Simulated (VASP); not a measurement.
Input of a VASP 6.6.1 run:

The input INCAR:

```
PREC = Accurate
ENCUT = 400
EDIFF = 1E-6
ISMEAR = 0
SIGMA = 0.05
LREAL = Auto
LASPH = T
NELM = 60
ALGO = Normal
ISIF = 2
LWAVE = F
LCHARG = F
GGA = PE
IVDW = 12
IBRION = 2
NSW = 120
EDIFFG = -0.03
ISYM = 0
NCORE = 4
```

The input KPOINTS:

```
Automatic mesh
0
Gamma
  1 1 1
```

The input POSCAR:

```
Ge48PH19
1.0
    8.0016203359      8.0016203359      0.0000000000
   -8.0016203359      8.0016203359      0.0000000000
    0.0000000000      0.0000000000     23.7419000000
Ge H P
48 19 1
Selective dynamics
Direct
    0.7005149941      0.2994850059      0.4246458792  T T T
    0.7994850059      0.7005149941      0.4246458792  T T T
    0.0494850059      0.9505149941      0.4385453565  T T T
    0.2994850059      0.2005149941      0.4246458792  T T T
    0.9505149941      0.5494850059      0.4524448338  T T T
    0.2005149941      0.7994850059      0.4385453565  T T T
    0.4505149941      0.0494850059      0.4524448338  T T T
    0.5494850059      0.4505149941      0.4524448338  T T T
    0.8750000000      0.3750000000      0.3831791053  T T T
    0.8750000000      0.8750000000      0.3831791053  T T T
    0.1250000000      0.1250000000      0.3831791053  T T T
    0.3750000000      0.3750000000      0.3831791053  T T T
    0.1250000000      0.6250000000      0.3831791053  T T T
    0.3750000000      0.8750000000      0.3831791053  T T T
    0.6250000000      0.1250000000      0.3831791053  T T T
    0.6250000000      0.6250000000      0.3831791053  T T T
    0.0000000000      0.2500000000      0.3236008913  T T T
    0.0000000000      0.7500000000      0.3236008913  T T T
    0.2500000000      0.0000000000      0.3236008913  T T T
    0.5000000000      0.2500000000      0.3236008913  T T T
    0.2500000000      0.5000000000      0.3236008913  T T T
    0.5000000000      0.7500000000      0.3236008913  T T T
    0.7500000000      0.0000000000      0.3236008913  T T T
    0.7500000000      0.5000000000      0.3236008913  T T T
    0.8750000000      0.1250000000      0.2640226772  T T T
    0.8750000000      0.6250000000      0.2640226772  T T T
    0.1250000000      0.8750000000      0.2640226772  T T T
    0.3750000000      0.1250000000      0.2640226772  T T T
    0.1250000000      0.3750000000      0.2640226772  T T T
    0.3750000000      0.6250000000      0.2640226772  T T T
    0.6250000000      0.8750000000      0.2640226772  T T T
    0.6250000000      0.3750000000      0.2640226772  T T T
    0.7500000000      0.2500000000      0.2044444632  T T T
    0.7500000000      0.7500000000      0.2044444632  T T T
    0.0000000000      0.0000000000      0.2044444632  T T T
    0.2500000000      0.2500000000      0.2044444632  T T T
    0.0000000000      0.5000000000      0.2044444632  T T T
    0.2500000000      0.7500000000      0.2044444632  T T T
    0.5000000000      0.0000000000      0.2044444632  T T T
    0.5000000000      0.5000000000      0.2044444632  T T T
    0.8750000000      0.3750000000      0.1448662491  F F F
    0.8750000000      0.8750000000      0.1448662491  F F F
    0.1250000000      0.1250000000      0.1448662491  F F F
    0.3750000000      0.3750000000      0.1448662491  F F F
    0.1250000000      0.6250000000      0.1448662491  F F F
    0.3750000000      0.8750000000      0.1448662491  F F F
    0.6250000000      0.1250000000      0.1448662491  F F F
    0.6250000000      0.6250000000      0.1448662491  F F F
    0.9510221023      0.2989778977      0.1052990704  F F F
    0.7989778977      0.4510221023      0.1052990704  F F F
    0.9510221023      0.7989778977      0.1052990704  F F F
    0.7989778977      0.9510221023      0.1052990704  F F F
    0.2010221023      0.0489778977      0.1052990704  F F F
    0.0489778977      0.2010221023      0.1052990704  F F F
    0.4510221023      0.2989778977      0.1052990704  F F F
    0.2989778977      0.4510221023      0.1052990704  F F F
    0.2010221023      0.5489778977      0.1052990704  F F F
    0.0489778977      0.7010221023      0.1052990704  F F F
    0.4510221023      0.7989778977      0.1052990704  F F F
    0.2989778977      0.9510221023      0.1052990704  F F F
    0.7010221023      0.0489778977      0.1052990704  F F F
    0.5489778977      0.2010221023      0.1052990704  F F F
    0.7010221023      0.5489778977      0.1052990704  F F F
    0.5489778977      0.7010221023      0.1052990704  F F F
    0.2720646598      0.8667267811      0.5425005234  T T T
    0.1336179638      0.7571476013      0.5461230293  T T T
    0.0165607112      0.9834392888      0.4981484437  T T T
    0.2500104570      0.7499895430      0.5281473485  T T T
```

Potentials or basis: VASP PAW PBE potentials, release 64 (Ge_d, H, P).

Run with:

```bash
$ cat potpaw_PBE.64/Ge_d/POTCAR potpaw_PBE.64/H/POTCAR potpaw_PBE.64/P/POTCAR > POTCAR
$ mpirun -np 8 vasp_gam > vasp.out
```

**Question.** Estimate the energy gained by relaxing.

**Answer.** 26.7 meV/atom.

**Question.** What does it give for the dispersion energy per atom?

**Answer.** -0.174 eV.

Step by step:
| step | energy change (eV) | largest force (eV/Å) | pressure (GPa) |
| --- | --- | --- | --- |
| 1 | 0.0000 | 1.6680 | 0.62 |
| 2 | -0.8196 | 1.2650 | 0.41 |
| 3 | -0.8985 | 2.0521 | 0.36 |
| 4 | -1.3514 | 0.8229 | 0.38 |
| 5 | -1.3562 | 0.8305 | 0.39 |
| 6 | -1.5477 | 0.5376 | 0.37 |
| 7 | -1.5800 | 0.8230 | 0.37 |
| 8 | -1.6774 | 0.4221 | 0.36 |
| 9 | -1.6810 | 0.6648 | 0.36 |
| 10 | -1.7474 | 0.1939 | 0.36 |
| 11 | -1.7508 | 0.1966 | 0.36 |
| 12 | -1.7712 | 0.2015 | 0.35 |
| 13 | -1.7731 | 0.2815 | 0.35 |
| 14 | -1.7876 | 0.2163 | 0.36 |
| 15 | -1.7883 | 0.2307 | 0.36 |
| 16 | -1.7999 | 0.2371 | 0.36 |
| 17 | -1.8025 | 0.2502 | 0.36 |
| 18 | -1.8063 | 0.2545 | 0.36 |
| 19 | -1.8063 | 0.2549 | 0.36 |
| 20 | -1.8083 | 0.2543 | 0.35 |
| 21 | -1.8083 | 0.2544 | 0.35 |
| 22 | -1.8094 | 0.2527 | 0.35 |
| 23 | -1.8098 | 0.2515 | 0.35 |
| 24 | -1.8107 | 0.2510 | 0.35 |
| 25 | -1.8109 | 0.2507 | 0.35 |
| 26 | -1.8116 | 0.2504 | 0.35 |
| 27 | -1.8120 | 0.2502 | 0.35 |
| 28 | -1.8120 | 0.2501 | 0.34 |
| 29 | -1.8121 | 0.2503 | 0.34 |
| 30 | -1.8128 | 0.2484 | 0.34 |
| 31 | -1.8130 | 0.2473 | 0.34 |
| 32 | -1.8131 | 0.2466 | 0.34 |
| 33 | -1.8136 | 0.2443 | 0.34 |
| 34 | -1.8137 | 0.2438 | 0.34 |
| 35 | -1.8140 | 0.2432 | 0.34 |
| 36 | -1.8141 | 0.2423 | 0.34 |
| 37 | -1.8145 | 0.2418 | 0.34 |
